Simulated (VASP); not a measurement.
Here is the system:

```xyz
2
Lattice="0.0000 2.1580 2.1580 2.1580 0.0000 2.1580 2.1580 2.1580 0.0000" Properties=species:S:1:pos:R:3 pbc="T T T"
Si     0.0000     0.0000     0.0000
C      1.0790     1.0790     1.0790
```

Level of theory: PBEsol GGA, VASP's PBE PAW potentials (set 64) (plane waves; VASP). Run with 520 eV cut-off, 10×10×10 Γ-centred mesh, Gaussian smearing of 0.050 eV, potentials Si C.

### Question
Give the stress tensor in GPa (positive for a compressed cell).

### Answer

```
6.99  0.00  0.00
0.00  6.99  0.00
0.00  0.00  6.99
```
The pressure is its mean diagonal, 6.99 GPa.

The compound is SiC in the zinc blende structure. This cell is one point of a volume scan, at 0.97 of the reference volume.
